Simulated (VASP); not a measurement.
An input for Ansatz (written as the equivalent of a VASP run, and not itself run):

Ansatz 0.2 input:
```yaml
crystal:
  lattice:
    - [2.8470346, 0.0000000, 0.0000000]
    - [0.0000000, 2.8470346, 0.0000000]
    - [0.0000000, 0.0000000, 2.8470346]
  atoms:
    - { symbol: Ga, position: [0.5000000, 0.5000000, 0.5000000] }
    - { symbol: Co, position: [0.0000000, 0.0000000, 0.0000000] }
kpoints:
  mp_grid: { grid: [14, 14, 14] }
hamiltonian:
  xc: pbe
  dispersion: d4
  pseudopotentials: { kind: paw }
scf:
  occupations: { method: tetrahedron }
  max_iter: 100
output: { forces: true, stress: true, eigenvalues: true }
```

### Question
Translate this input to VASP (INCAR, KPOINTS, POSCAR, choice of POTCAR).

### Answer
This is not unique; one that fits is 
File POSCAR:
```
CoGa
1
    2.8470346148     0.0000000000     0.0000000000
    0.0000000000     2.8470346148     0.0000000000
    0.0000000000     0.0000000000     2.8470346148
Ga Co
1 1
Direct
  0.5000000000   0.5000000000   0.5000000000
  0.0000000000   0.0000000000   0.0000000000
```

File KPOINTS:
```
Regular mesh
0
gamma
14 14 14
0 0 0
```

**INCAR**
```
ALGO = Normal
EDIFF = 1E-7
ENCUT = 520
GGA = PE
ISIF = 2
ISMEAR = -5
IVDW = 13
LASPH = .TRUE.
LCHARG = .TRUE.
LMAXMIX = 4
LORBIT = 11
LREAL = .FALSE.
LWAVE = .FALSE.
NEDOS = 601
NELM = 100
PREC = Accurate
SYSTEM = CoGa
```

POTCAR, in this order: Ga_d Co (PBE.64 set). Program: vasp_std.

The two are equivalent in intent, not identical: each code has its own PAW files, so the cut-off isn't converted (ENCUT is set for VASP's; basis.ecutwfc is left out, and Ansatz then takes the one that its files recommend); Ansatz stops its SCF on the density residual and VASP on the energy change (EDIFF).

The compound is CoGa in the CsCl type structure. It was relaxed first.
